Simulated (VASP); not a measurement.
```
CELL_PARAMETERS angstrom
      4.31531     0.00000     0.00000
     -2.15766     3.73717     0.00000
      0.00000     0.00000     9.45893
ATOMIC_POSITIONS crystal
  Sr 0.66667 0.33333 0.75261
  Sr 0.66667 0.33333 0.24739
  Al 0.00000 0.00000 0.50000
  Ga 0.00000 0.00000 0.00000
  Ga 0.33333 0.66667 0.50000
  Ga 0.33333 0.66667 0.00000
```

Method: PBEsol GGA with spin-orbit coupling, VASP's PBE PAW potentials (set 64) (plane waves; VASP 6.6.1). Numerical set-up: 400 eV cut-off, 8×8×3 Γ-centred mesh, Gaussian smearing of 0.050 eV, potentials Sr_sv Al Ga_d.

Give the energies of bands 53 to 66 at the high-symmetry points, in eV from the Fermi level.

```json
[
 {"band": "53", "Γ": "-0.54", "M": "-4.53", "K": "-4.75", "A": "-2.40", "L": "-4.71", "H": "-4.75"},
 {"band": "54", "Γ": "-0.54", "M": "-4.53", "K": "-4.74", "A": "-2.40", "L": "-4.71", "H": "-4.74"},
 {"band": "55", "Γ": "0.11", "M": "-1.22", "K": "-3.13", "A": "0.37", "L": "-1.08", "H": "-2.79"},
 {"band": "56", "Γ": "0.11", "M": "-1.22", "K": "-3.12", "A": "0.37", "L": "-1.08", "H": "-2.79"},
 {"band": "57", "Γ": "0.19", "M": "-0.81", "K": "-2.22", "A": "0.43", "L": "-0.89", "H": "-2.66"},
 {"band": "58", "Γ": "0.19", "M": "-0.81", "K": "-2.19", "A": "0.43", "L": "-0.89", "H": "-2.62"},
 {"band": "59", "Γ": "0.36", "M": "-0.76", "K": "-0.53", "A": "0.48", "L": "-0.59", "H": "-0.17"},
 {"band": "60", "Γ": "0.36", "M": "-0.76", "K": "-0.49", "A": "0.48", "L": "-0.59", "H": "-0.14"},
 {"band": "61", "Γ": "0.83", "M": "-0.71", "K": "-0.47", "A": "0.51", "L": "-0.59", "H": "-0.10"},
 {"band": "62", "Γ": "0.83", "M": "-0.71", "K": "-0.43", "A": "0.51", "L": "-0.59", "H": "-0.08"},
 {"band": "63", "Γ": "0.94", "M": "-0.33", "K": "0.49", "A": "1.29", "L": "0.10", "H": "-0.07"},
 {"band": "64", "Γ": "0.94", "M": "-0.33", "K": "0.49", "A": "1.29", "L": "0.10", "H": "-0.05"},
 {"band": "65", "Γ": "1.25", "M": "0.29", "K": "0.63", "A": "2.14", "L": "0.15", "H": "-0.03"},
 {"band": "66", "Γ": "1.25", "M": "0.29", "K": "0.63", "A": "2.14", "L": "0.15", "H": "0.00"}
]
```

It has no gap at this level: it comes out as a metal or semimetal.

The structure comes from a computed database's Sr2AlGa3 entry (P-6m2); how it stands against other phases isn't given here. It was relaxed first.
